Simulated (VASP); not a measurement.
## SrO: exact exchange and RPA correlation

Aim: total energies of SrO from exact exchange and RPA correlation, beside cheaper functionals. The scan starts from a database cell scaled to its smallest volume. The cell is of the rock-salt type. The start is a cell from a database of measured crystal structures.

Main program and level: VASP 6.6.1; RPA correlation on PBE orbitals; plane waves and PAW (Sr_sv_GW, O_GW), in the first sound run; inputs show where later runs differ.

The database entry behind the starting cell differs from other determinations of this structure, so it need not match the best structure at room temperature.

### 1. The starting structure

The structure is cubic, space group Fm-3m (No. 225). The conventional cell has a = 5.028 Å, b = 5.028 Å, c = 5.028 Å, α = 90.00°, β = 90.00°, γ = 90.00°. Sr has 6 O at 2.51 Å nearest. Nearest to O lie 6 Sr at 2.51 Å. Farther neighbours, and contacts between anions beyond the nearest, are not listed.

### 2. Orbitals, volume ratio 0.94

RPA gives no stress here, so the energy is scanned over volumes, at one cutoff and mesh. Volumes are given as ratios to a reference cell, and this first cell is that cell scaled to 0.94. Each point starts from PBE orbitals, tightly converged.

Input file INCAR:

```
SYSTEM = SrO
PREC = Accurate
ENCUT = 560
EDIFF = 1E-08
NELM = 100
ISMEAR = 0
SIGMA = 0.05
LREAL = .FALSE.
ALGO = Normal
GGA = PE
NBANDS = 14
LORBIT = 11
LWAVE = .TRUE.
LCHARG = .FALSE.
KPAR = 8
```

Input file POSCAR:

```
SrO
1.0
    0.0000000000      2.5139118308      2.5139118308
    2.5139118308      0.0000000000      2.5139118308
    2.5139118308      2.5139118308      0.0000000000
Sr O
1 1
Direct
    0.5000000000      0.5000000000      0.5000000000
    0.0000000000      0.0000000000      0.0000000000
```

Input file KPOINTS:

```
Automatic mesh
0
Gamma
4 4 4
0 0 0
```

The projector-augmented-wave data sets are Sr_sv_GW and O_GW (PBE family, release 64).

On the command line:

```sh
$ mpirun -np 8 vasp_std
```

Standard output:

```text
[banner, memory and clock lines left out]
running    8 mpi-ranks, on    1 nodes
 distrk:  each k-point on    1 cores,    8 groups
 distr:  one band on    1 cores,    1 groups

 POSCAR found type information on POSCAR SrO
 POSCAR found :  2 types and       2 ions
|                                                                             |
|           W    W    AA    RRRRR   N    N  II  N    N   GGGG   !!!           |
|           W    W   A  A   R    R  NN   N  II  NN   N  G    G  !!!           |
|           W    W  A    A  R    R  N N  N  II  N N  N  G       !!!           |
|           W WW W  AAAAAA  RRRRR   N  N N  II  N  N N  G  GGG   !            |
|           WW  WW  A    A  R   R   N   NN  II  N   NN  G    G                |
|           W    W  A    A  R    R  N    N  II  N    N   GGGG   !!!           |
|                                                                             |
|     For optimal performance we recommend to set                             |
|       NCORE = 2 up to number-of-cores-per-socket                            |
|     NCORE specifies how many cores store one orbital (NPAR=cpu/NCORE).      |
|     This setting can greatly improve the performance of VASP for DFT.       |
|     The default, NCORE=1 might be grossly inefficient on modern             |
|     multi-core architectures or massively parallel machines. Do your        |
|     Unfortunately you need to use the default for GW and RPA                |
|     calculations (for HF NCORE is supported but not extensively tested      |
|     yet).                                                                   |
|                                                                             |

 LDA part: xc-table for (Slater+PW92), standard interpolation
 POSCAR, INCAR and KPOINTS ok, starting setup
 FFT: planning ... GRIDC
 FFT: planning ... GRID_SOFT
 FFT: planning ... GRID
 WAVECAR not read
 entering main loop
       N       E                     dE             d eps       ncg     rms          rms(c)
DAV:   1     0.114491E+03    0.11449E+03   -0.83422E+03   224   0.115E+03
DAV:   2    -0.145216E+02   -0.12901E+03   -0.10812E+03   332   0.315E+02
DAV:   3    -0.202989E+02   -0.57773E+01   -0.57432E+01   308   0.658E+01
DAV:   4    -0.203866E+02   -0.87767E-01   -0.87751E-01   268   0.666E+00
DAV:   5    -0.203889E+02   -0.22846E-02   -0.22846E-02   322   0.779E-01    0.139E+01
DAV:   6    -0.168880E+02    0.35010E+01   -0.10591E+01   272   0.447E+01    0.278E+01
DAV:   7    -0.167772E+02    0.11081E+00   -0.49645E-01   272   0.754E+00    0.892E+00
DAV:   8    -0.167244E+02    0.52817E-01   -0.11785E-01   278   0.497E+00    0.331E+00
DAV:   9    -0.167169E+02    0.74647E-02   -0.29953E-02   242   0.241E+00    0.428E-01
DAV:  10    -0.167176E+02   -0.70109E-03   -0.34062E-03   312   0.916E-01    0.337E-01
DAV:  11    -0.167172E+02    0.36724E-03   -0.60679E-04   332   0.340E-01    0.227E-01
DAV:  12    -0.167172E+02    0.11502E-05   -0.11578E-04   258   0.107E-01    0.176E-02
DAV:  13    -0.167172E+02    0.23686E-05   -0.10206E-05   280   0.308E-02    0.608E-03
DAV:  14    -0.167172E+02   -0.19637E-06   -0.14893E-06   292   0.192E-02    0.248E-02
DAV:  15    -0.167172E+02    0.31866E-06   -0.59985E-07   224   0.729E-03    0.832E-03
DAV:  16    -0.167172E+02   -0.12298E-07   -0.87676E-08   340   0.287E-03    0.513E-03
DAV:  17    -0.167172E+02   -0.18707E-07   -0.66857E-09   126   0.129E-03    0.218E-03
DAV:  18    -0.167172E+02    0.12137E-08   -0.23570E-09   112   0.988E-04
   1 F= -.16717218E+02 E0= -.16717218E+02  d E =-.157011E-23
 writing wavefunctions
```

Wall time 4.6 s (8 MPI ranks of Intel Xeon 6975P-C (Granite Rapids), shared host); peak memory 1.3 GiB.

The logs omit lines about the potential files and the build; timing stands in the text.

From OUTCAR (step 2):

```text
ion  position               nearest neighbor table
   1  0.500  0.500  0.500-   2 2.51   2 2.51   2 2.51   2 2.51   2 2.51   2 2.51
   2  0.000  0.000  0.000-   1 2.51   1 2.51   1 2.51   1 2.51   1 2.51   1 2.51

  LATTYP: Found a face centered cubic cell.
 ALAT       =     5.0278236616

 Subroutine GETGRP returns: Found 48 space group operations
 (whereof 48 operations were pure point group operations)

The static configuration has the point symmetry O_h .

 Found      8 irreducible k-points:

   k-points           NKPTS =      8   k-points in BZ     NKDIM =      8   number of bands    NBANDS=     14

   dimension x,y,z NGX =    28 NGY =   28 NGZ =   28
   dimension x,y,z NGXF=    56 NGYF=   56 NGZF=   56

   ENCUT  =  560.0 eV  41.16 Ry    6.42 a.u.   6.86  6.86  6.86*2*pi/ulx,y,z

   NELECT =      16.0000    total number of electrons

 k-points in reciprocal lattice and weights: Automatic mesh
   0.00000000  0.00000000  0.00000000       0.016
   0.25000000  0.00000000  0.00000000       0.125
   0.50000000  0.00000000  0.00000000       0.062
   0.25000000  0.25000000  0.00000000       0.094
   0.50000000  0.25000000  0.00000000       0.375
  -0.25000000  0.25000000  0.00000000       0.188
   0.50000000  0.50000000  0.00000000       0.047
  -0.25000000  0.50000000  0.25000000       0.094

 average (electrostatic) potential at core
       1 -54.6560       2 -68.7322

 E-fermi :   3.9662

 k-point     1 :       0.0000    0.0000    0.0000
  band No.  band energies     occupation
    ...
      4     -10.0214      2.00000
      5     -10.0214      2.00000
      6       3.6191      2.00000
      7       3.6191      2.00000
      8       3.6191      2.00000
      9       8.1322      0.00000
     10      10.0250      0.00000
     11      10.0250      0.00000
     12      10.0250      0.00000
     13      12.3525      0.00000
    ...

 k-point     2 :       0.2500    0.0000    0.0000
  band No.  band energies     occupation
    ...
      4     -10.0691      2.00000
      5      -9.2583      2.00000
      6       2.2936      2.00000
      7       2.9349      2.00000
      8       2.9349      2.00000
      9       9.8299      0.00000
     10      10.4285      0.00000
     11      11.2422      0.00000
     12      11.2422      0.00000
     13      13.9281      0.00000
    ...

 k-point     3 :       0.5000    0.0000    0.0000
  band No.  band energies     occupation
    ...
      4     -10.1154      2.00000
      5      -8.8241      2.00000
      6       1.3483      2.00000
      7       2.3741      2.00000
      8       2.3741      2.00000
      9      10.5114      0.00000
     10      12.5909      0.00000
     11      12.9133      0.00000
     12      12.9133      0.00000
     13      16.2618      0.00000
    ...

  Total        2.0635748      2.0635748      2.0635748     -0.0000000     -0.0000000      0.0000000
  in kB      104.0520600    104.0520600    104.0520600     -0.0000000     -0.0000000      0.0000000
  external PRESSURE =     104.0520600 kB  Pullay stress =       0.0000000 kB

  energy-cutoff  :      560.00
  volume of cell :       31.77
      direct lattice vectors                 reciprocal lattice vectors
     0.000000000  2.513911831  2.513911831    -0.198893213  0.198893213  0.198893213
     2.513911831  0.000000000  2.513911831     0.198893213 -0.198893213  0.198893213
     2.513911831  2.513911831  0.000000000     0.198893213  0.198893213 -0.198893213

 POSITION                                       TOTAL-FORCE (eV/Angst)
 -----------------------------------------------------------------------------------
      2.51391      2.51391      2.51391         0.000000      0.000000     -0.000000
      0.00000      0.00000      0.00000        -0.000000     -0.000000      0.000000
 -----------------------------------------------------------------------------------
    total drift:                                0.000000      0.000000      0.000000

  FREE ENERGIE OF THE ION-ELECTRON SYSTEM (eV)
  ---------------------------------------------------
  free  energy   TOTEN  =       -16.7172178164 eV

  energy  without entropy=      -16.7172178164  energy(sigma->0) =      -16.71721782

 total charge
# of ion       s       p       d       f       tot
--------------------------------------------------
    1        2.323   5.932   0.438   0.050   8.743
    2        1.528   3.405   0.000   0.000   4.933
--------------------------------------------------
tot          3.851   9.337   0.438   0.050  13.676

[... 3 further parts left out ...]
```

The gap is read on the k-mesh alone, so it is an upper bound where the band edges lie off the mesh.

A gap read on the k-mesh alone can miss the band edges.

This step gave:

| Property | Result |
| --- | --- |
| free energy (TOTEN) | -16.72 eV |
| Fermi energy | 3.966 eV |
| pressure | 10.41 GPa |
| gap on the k-mesh | 3.266 eV |
| least direct gap on the k-mesh | 3.288 eV |

### 3. Exact exchange, volume ratio 0.94

This step: Hartree-Fock energy on PBE orbitals; plane waves and PAW (Sr_sv_GW, O_GW) (VASP 6.6.1).

The Hartree-Fock energy is evaluated once on these orbitals (ALGO = Eigenval, NELM = 1), without letting them relax. It uses the mesh of the correlation step, since the long-wavelength errors of the two partly cancel, and the total energy is their sum.

Input file INCAR:

```
SYSTEM = SrO
PREC = Accurate
ENCUT = 560
ISMEAR = 0
SIGMA = 0.05
LREAL = .FALSE.
GGA = PE
NBANDS = 14
ALGO = Eigenval
NELM = 1
LHFCALC = .TRUE.
AEXX = 1
ALDAC = 0
AGGAC = 0
PRECFOCK = Normal
LWAVE = .FALSE.
LCHARG = .FALSE.
```

POSCAR is that of step 2.

KPOINTS is that of step 2.

The run starts from files that an earlier step left in the folder.

On the command line:

```sh
$ mpirun -np 8 vasp_std
```

Standard output:

```text
[banner, memory and clock lines left out]
running    8 mpi-ranks, on    1 nodes
 distrk:  each k-point on    8 cores,    1 groups
 distr:  one band on    1 cores,    8 groups

 POSCAR found type information on POSCAR SrO
 POSCAR found :  2 types and       2 ions
 [... a notice as in an earlier step ...]

 LDA part: xc-table for (Slater+PW92), standard interpolation
|                                                                             |
|           W    W    AA    RRRRR   N    N  II  N    N   GGGG   !!!           |
|           W    W   A  A   R    R  NN   N  II  NN   N  G    G  !!!           |
|           W    W  A    A  R    R  N N  N  II  N N  N  G       !!!           |
|           W WW W  AAAAAA  RRRRR   N  N N  II  N  N N  G  GGG   !            |
|           WW  WW  A    A  R   R   N   NN  II  N   NN  G    G                |
|           W    W  A    A  R    R  N    N  II  N    N   GGGG   !!!           |
|                                                                             |
|     The number of bands has been changed from the values supplied in        |
|     The orbitals not found in the WAVECAR file will be initialized with     |
|     random numbers, which is usually adequate. For correlated               |
|     calculations, however, you should redo the groundstate calculation.     |
|     I found NBANDS = 14. Now, NBANDS = 16.                                  |
|                                                                             |

 found WAVECAR, reading the header
  number of bands has changed, file:    14 present:    16
  trying to continue reading WAVECAR, but it might fail
 POSCAR, INCAR and KPOINTS ok, starting setup
 FFT: planning ... GRIDC
 FFT: planning ... GRID_SOFT
 FFT: planning ... GRID
 reading WAVECAR
 random initialization beyond band           14
 the WAVECAR file was read successfully
 initial charge from wavefunction
 entering main loop
       N       E                     dE             d eps       ncg     rms          rms(c)
EIG:   1    -0.297398E+02   -0.29740E+02    0.00000E+00     0   0.000E+00
   1 F= -.29739846E+02 E0= -.29739846E+02  d E =-.394107E-35
```

Wall time 8.4 s (8 MPI ranks); peak memory 0.93 GiB.

Parts of OUTCAR (step 3):

```text
The static configuration has the point symmetry O_h .

 Found      8 irreducible k-points:

   k-points           NKPTS =      8   k-points in BZ     NKDIM =     64   number of bands    NBANDS=     16

   NELECT =      16.0000    total number of electrons

  exchange ACFDT corr.  =         0.00000000  see jH, gK, PRB 81, 115126

 E-fermi :   4.0519

 k-point     1 :       0.0000    0.0000    0.0000
  band No.  band energies     occupation
    ...
      4     -16.5058      2.00000
      5     -16.5058      2.00000
      6      -1.7601      2.00000
      7      -1.7601      2.00000
      8      -1.7601      2.00000
      9      12.7081      0.00000
     10      15.5822      0.00000
     11      15.5822      0.00000
     12      15.5822      0.00000
     13      18.3057      0.00000
    ...

 k-point     2 :       0.2500    0.0000    0.0000
  band No.  band energies     occupation
    ...
      4     -16.5444      2.00000
      5     -16.9675      2.00000
      6      -3.0443      2.00000
      7      -2.5107      2.00000
      8      -2.5107      2.00000
      9      15.0454      0.00000
     10      15.3203      0.00000
     11      17.1059      0.00000
     12      17.1059      0.00000
     13      20.2839      0.00000
    ...

 POSITION                                       TOTAL-FORCE (eV/Angst)
 -----------------------------------------------------------------------------------
      2.51391      2.51391      2.51391         0.000000      0.000000      0.000000
      0.00000      0.00000      0.00000        -0.000000     -0.000000     -0.000000
 -----------------------------------------------------------------------------------
    total drift:                                0.000000      0.000000      0.000000

  FREE ENERGIE OF THE ION-ELECTRON SYSTEM (eV)
  ---------------------------------------------------
  free  energy   TOTEN  =       -29.7398460058 eV

  energy  without entropy=      -29.7398460058  energy(sigma->0) =      -29.73984601

[... 7 parts as in an earlier step ...]

[... 5 further parts left out ...]
```

The k-mesh is coarse for unscreened exact exchange, which converges slowly with it.

This step gave:

- free energy (TOTEN): -29.74 eV

The Hartree-Fock energy on these orbitals is -14.8699 eV an atom.

### 4. Empty bands, volume ratio 0.94

This step: PBE; plane waves and PAW (Sr_sv_GW, O_GW) (VASP 6.6.1).

The next step needs empty bands that the ground-state run didn't converge, so the Hamiltonian is diagonalised in full, in a single step. LOPTICS writes the k-derivatives of the orbitals (WAVEDER), which give the long-wavelength limit of the screening.

Input file INCAR:

```
SYSTEM = SrO
PREC = Accurate
ENCUT = 560
ISMEAR = 0
SIGMA = 0.05
LREAL = .FALSE.
GGA = PE
NBANDS = 976
ALGO = Exact
NELM = 1
LWAVE = .TRUE.
LCHARG = .FALSE.
LOPTICS = .TRUE.
NEDOS = 1000
CSHIFT = 0.1
```

POSCAR is that of step 3.

KPOINTS is that of step 3.

On the command line:

```sh
$ mpirun -np 8 vasp_std
```

Standard output:

```text
[banner, memory and clock lines left out]
running    8 mpi-ranks, on    1 nodes
 distrk:  each k-point on    8 cores,    1 groups
 distr:  one band on    1 cores,    8 groups

 POSCAR found type information on POSCAR SrO
 POSCAR found :  2 types and       2 ions
 [... a notice as in an earlier step ...]

 LDA part: xc-table for (Slater+PW92), standard interpolation
 found WAVECAR, reading the header
  number of bands has changed, file:    14 present:   976
  trying to continue reading WAVECAR, but it might fail
 POSCAR, INCAR and KPOINTS ok, starting setup
 FFT: planning ... GRIDC
 FFT: planning ... GRID_SOFT
 FFT: planning ... GRID
 reading WAVECAR
 random initialization beyond band           14
 the WAVECAR file was read successfully
 initial charge from wavefunction
 entering main loop
       N       E                     dE             d eps       ncg     rms          rms(c)
DIA:   1    -0.167172E+02   -0.16717E+02    0.00000E+00     0   0.000E+00
   1 F= -.16717218E+02 E0= -.16717218E+02  d E =-.295180E-29
 writing wavefunctions
 optical routines
 imaginary and real dielectric function
 recalculating local potential from charge density
 direction            1
 direction            2
 direction            3
```

It took 6.8 s on 8 MPI ranks; peak memory 1.3 GiB; 44 s of CPU time.

OUTCAR, selected parts (step 4):

```text
The static configuration has the point symmetry O_h .

 Found      8 irreducible k-points:

   k-points           NKPTS =      8   k-points in BZ     NKDIM =      8   number of bands    NBANDS=    976

   NELECT =      16.0000    total number of electrons

 E-fermi :   4.0108

 k-point     1 :       0.0000    0.0000    0.0000
  band No.  band energies     occupation
    ...
      4     -10.0214      2.00000
      5     -10.0214      2.00000
      6       3.6192      2.00000
      7       3.6192      2.00000
      8       3.6192      2.00000
      9       8.1322      0.00000
     10      10.0250      0.00000
     11      10.0250      0.00000
     12      10.0250      0.00000
     13      12.3525      0.00000
    ...

 k-point     4 :       0.2500    0.2500    0.0000
  band No.  band energies     occupation
    ...
      4     -10.2523      2.00000
      5      -9.5526      2.00000
      6       2.2220      2.00000
      7       3.4999      2.00000
      8       3.5000      2.00000
      9       8.0605      0.00000
     10      10.1487      0.00000
     11      12.4825      0.00000
     12      12.4825      0.00000
     13      13.1892      0.00000
    ...

  Total        2.0635659      2.0635659      2.0635659      0.0000000      0.0000000      0.0000000
  in kB      104.0516085    104.0516085    104.0516085      0.0000000      0.0000000      0.0000000
  external PRESSURE =     104.0516085 kB  Pullay stress =       0.0000000 kB

  FREE ENERGIE OF THE ION-ELECTRON SYSTEM (eV)
  ---------------------------------------------------
  free  energy   TOTEN  =       -16.7172178094 eV

  energy  without entropy=      -16.7172178094  energy(sigma->0) =      -16.71721781

 plasma frequency squared (from intraband transitions) (eV^2)
  --------------------------------------------------------------------------------------
       0.000      -0.000       0.000
       0.000       0.000      -0.000
       0.000      -0.000       0.000

[... 12 parts as in an earlier step ...]

[... 1 further part left out ...]
```

WAVECAR now holds 976 bands for 16 electrons.

[end of part 1 of 6]

[Long decimals in the printed logs are rounded to 6 places.]

[Lines on the potential files, build, host, timing and source positions are cut from VASP's logs without a mark.]

[Logs are printed without paths, hosts, clocks, repeated set-up lines and the standing remarks that a program may print on its own settings, such as how far it seeks lower states.]

[Hosts, paths, dates, database ids (printed as entryN), source tags and the programs' standing remarks are cut or masked in the printed files.]

[Measured values are set beside computed ones only where the two were judged alike; some that the calculation misses by far are left out.]

[Pressures printed for these runs are not shown converged in the cutoff: they can be off by several GPa and have the wrong sign.]
